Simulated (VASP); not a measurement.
Computed with PBEsol GGA, VASP's PBE PAW potentials (set 64) (plane waves; VASP 6.6.1).

Input for VASP

POSCAR:
```
Tm2Al3Si2
6.4197550
  0.7795780369  -0.3110087534   0.0000000000
  0.7795780369   0.3110087534   0.0000000000
 -0.1845808757   0.0000000000   1.0000000000
Al Tm Si
3 2 2
Cartesian
  0.0000000000   0.0000000000   0.0000000000
  0.4511308035  -0.0000000000   0.1331000000
  0.9234443944  -0.0000000000   0.8669000000
  0.9059885128  -0.0000000000   0.3231300000
  0.4685866852   0.0000000000   0.6768700000
  0.0291366124  -0.0000000000   0.6387000000
  1.3454385856  -0.0000000000   0.3613000000
```

**INCAR**
```
! general
SYSTEM  = Tm2Al3Si2
PREC    = Accurate
ENCUT   = 300
LREAL   = .FALSE.
LASPH   = .TRUE.

! electronic loop
EDIFF   = 1E-6
NELM    = 100
ALGO    = Normal
LMAXMIX = 6

! smearing
ISMEAR  = 0
SIGMA   = 0.1

! functional
GGA     = PS

! spin
ISPIN   = 2
MAGMOM  = 0.0 0.0 0.0 2.0 2.0 0.0 0.0

! ions
ISIF    = 2

! output
LWAVE   = .FALSE.
LCHARG  = .FALSE.
LORBIT  = 11
```

**KPOINTS**
```
Automatic mesh
0
Gamma
4 4 3
0 0 0
```

POTCAR, in this order: Al Tm Si (PBE.64 set). Program: vasp_std.

What will the output report for the number of irreducible k-points (NKPTS), largest plane-wave count, number of space-group operations, FFT grid (NGX, NGY, NGZ)?

```yaml
number of irreducible k-points (NKPTS): 17
largest_plane_wave_count: 1527
number_of_space_group_operations: 4
FFT grid (NGX, NGY, NGZ): 30 × 30 × 40
```

The structure comes from a measured Tm2Al3Si2 entry of the Crystallography Open Database, whose conditions weren't checked. The cell was not relaxed at this level. The k-mesh is coarse (spacing up to 0.42 per Å, 2π included), so the numbers may not be converged in it.
